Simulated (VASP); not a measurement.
Computed with PW91 GGA, VASP's PBE PAW potentials (set 64) (plane waves; VASP 6.6.1).

A VASP calculation is set up with these files.

File POSCAR:
```
MgH2
1
    4.5064813465     0.0000000000     0.0000000000
    0.0000000000     4.5064813465     0.0000000000
    0.0000000000     0.0000000000     3.0067165982
Mg H
2 4
Direct
  0.0000000000   0.0000000000   0.0000000000
  0.5000000000   0.5000000000   0.5000000000
  0.3042467021   0.3042467021   1.0000000000
  0.8042467021   0.1957532979   0.5000000000
  0.1957532979   0.8042467021   0.5000000000
  0.6957532979   0.6957532979   0.0000000000
```

**INCAR**
```
SYSTEM = MgH2
PREC = Accurate; ENCUT = 520; LREAL = F
LASPH = T; ICHARG = 11
EDIFF = 1E-7; NELM = 100; ALGO = Normal
ISMEAR = 0; SIGMA = 0.05
GGA = 91
LWAVE = F; LCHARG = F; LORBIT = 11
```

### KPOINTS
```
k-points along high-symmetry lines
10
Line-mode
Reciprocal
  0.000000   0.000000   0.000000 ! GAMMA
  0.000000   0.500000   0.000000 ! X

  0.000000   0.500000   0.000000 ! X
  0.500000   0.500000   0.000000 ! M

  0.500000   0.500000   0.000000 ! M
  0.000000   0.000000   0.000000 ! GAMMA

  0.000000   0.000000   0.000000 ! GAMMA
  0.000000   0.000000   0.500000 ! Z

  0.000000   0.000000   0.500000 ! Z
  0.000000   0.500000   0.500000 ! R

  0.000000   0.500000   0.500000 ! R
  0.500000   0.500000   0.500000 ! A

  0.500000   0.500000   0.500000 ! A
  0.000000   0.000000   0.500000 ! Z

  0.000000   0.500000   0.000000 ! X
  0.000000   0.500000   0.500000 ! R

  0.500000   0.500000   0.000000 ! M
  0.500000   0.500000   0.500000 ! A
```

POTCAR, in this order: Mg H (PBE.64 set). Program: vasp_std. Read from the step before: CHGCAR.

Output of the run:

### OSZICAR
```
       N       E                     dE             d eps       ncg     rms          rms(c)
DAV:   1     0.132706680903E+01    0.13271E+01   -0.31110E+03  1448   0.750E+02
DAV:   2    -0.172068268286E+02   -0.18534E+02   -0.17611E+02  1984   0.761E+01
DAV:   3    -0.177577219103E+02   -0.55090E+00   -0.55090E+00  1888   0.188E+01
DAV:   4    -0.177587994630E+02   -0.10776E-02   -0.10776E-02  1912   0.829E-01
DAV:   5    -0.177588073245E+02   -0.78616E-05   -0.78616E-05  1864   0.556E-02
DAV:   6    -0.177588074478E+02   -0.12322E-06   -0.12322E-06  1936   0.570E-03
DAV:   7    -0.177588074501E+02   -0.23389E-08   -0.23388E-08  1832   0.713E-04
   1 F= -.17758807E+02 E0= -.17758807E+02  d E =-.273539E-14
```

**OUTCAR**
```
 val. band max:       -0.6556688834   @ k =   0.1667   0.1667   0.0000

 cond. band min:       3.1111607959   @ k =   0.3889   0.3889   0.5000



 k-point     1 :       0.0000    0.0000    0.0000
  band No.  band energies     occupation
      1      -7.0815      2.00000
      2      -2.1062      2.00000
      3      -2.1062      2.00000
      4      -1.0780      2.00000
      5       4.1127      0.00000
      6       4.4063      0.00000
      7       8.5492      0.00000
      8       8.5492      0.00000

 k-point     2 :       0.0000    0.0556    0.0000
  band No.  band energies     occupation
      1      -7.0610      2.00000
      2      -2.2474      2.00000
      3      -2.0924      2.00000
      4      -1.0002      2.00000
      5       4.1665      0.00000
      6       4.4179      0.00000
      7       8.3304      0.00000
      8       8.6078      0.00000

 k-point     3 :       0.0000    0.1111    0.0000
  band No.  band energies     occupation
      1      -6.9996      2.00000
      2      -2.5761      2.00000
      3      -2.0511      2.00000
      4      -0.8563      2.00000
      5       4.2052      0.00000
      6       4.5801      0.00000
      7       7.8620      0.00000
      8       8.7727      0.00000

 k-point     4 :       0.0000    0.1667    0.0000
  band No.  band energies     occupation
      1      -6.8975      2.00000
      2      -2.9839      2.00000
      3      -1.9834      2.00000
      4      -0.7415      2.00000
      5       4.1594      0.00000
      6       4.9719      0.00000
      7       7.3311      0.00000
      8       9.0179      0.00000

 k-point     5 :       0.0000    0.2222    0.0000
  band No.  band energies     occupation
      1      -6.7551      2.00000
      2      -3.4214      2.00000
      3      -1.8904      2.00000
      4      -0.6864      2.00000
      5       4.1139      0.00000
      6       5.5156      0.00000
      7       6.8025      0.00000
      8       9.3156      0.00000
...
```

The density is held fixed in this step, so its total energy and stress have no physical meaning.

The compound is MgH2 in the rutile structure. It was relaxed first.
